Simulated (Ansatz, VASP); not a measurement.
## One calculation of Be3SnAu, two programs

```xyz
5
Lattice="4.5619 0.0000 0.0000 0.0000 4.5619 0.0000 0.0000 0.0000 4.5619" Properties=species:S:1:pos:R:3 pbc="T T T"
Be    2.2810    0.0000    0.0000
Be    0.0000    2.2810    0.0000
Be    0.0000    0.0000    2.2810
Sn    0.0000    0.0000    0.0000
Au    2.2810    2.2810    2.2810
```

Change from the starting cell: species swapped into the BaTiO3 type (Pm-3m, No. 221).

Alike in both runs: functional PBE; k mesh 4 × 4 × 4; occupations gaussian, width 0.1 eV; no spin polarisation.

Ansatz relaxed the structure, and its values are those at the end. VASP's run is a single point on that final structure, the one shown.

|  | VASP | Ansatz |
| --- | --- | --- |
| version | VASP 6.6.1 | Ansatz 0.2.0 |
| potentials or method | VASP PAW PBE potentials, release 64 (Be, Sn_d, Au) | scalar-relativistic, plane waves, PAW |
| plane-wave cutoff (eV) | 520 | 420 |
| valence electrons in the cell | 31 | 39 |

|  | VASP | Ansatz | Ansatz less VASP |
| --- | --- | --- | --- |
| gap on the k mesh at the Fermi level (eV) | none | none | - |
| pressure (GPa) | 0.0 | 0.0 | +0.06 |

A gap of «none» marks a metal or a gap that the smearing closes. The two sets of potentials don't hold the same shells in valence.

The runs have no spin-orbit coupling, so splittings on Au are missing.
